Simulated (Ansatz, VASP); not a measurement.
## Rb3HO: VASP beside Ansatz

```
H O Rb
1.0
     5.39180    0.00000    0.00000
     0.00000    5.39180    0.00000
     0.00000    0.00000    5.39180
H O Rb
1 1 3
Cartesian
  0.0000 0.0000 0.0000
  2.6959 2.6959 2.6959
  2.6959 2.6959 0.0000
  2.6959 0.0000 2.6959
  0.0000 2.6959 2.6959
```

Alike in both runs: task single point; functional PBE; k mesh 6 × 6 × 6; occupations gaussian, width 0.02 eV; no spin polarisation.

|  | VASP | Ansatz |
| --- | --- | --- |
| version | VASP 6.6.1 | Ansatz 0.2.0 |
| potentials or method | VASP PAW PBE potentials, release 64 (H, O, Rb_sv) | scalar-relativistic, plane waves, PAW |
| plane-wave cutoff (eV) | 520 | 420 |
| valence electrons in the cell | 34 | 34 |

```tsv
	VASP	Ansatz	Ansatz less VASP
gap on the k mesh at the Fermi level (eV)	1.10	1.12	+0.021
least direct gap on the mesh (eV)	1.20	1.22	+0.019
pressure (GPa)	1.3	1.2	-0.09
```

The functional is the same, so the differences come from potentials, cutoffs and numerics.

A k mesh can miss the band edges.
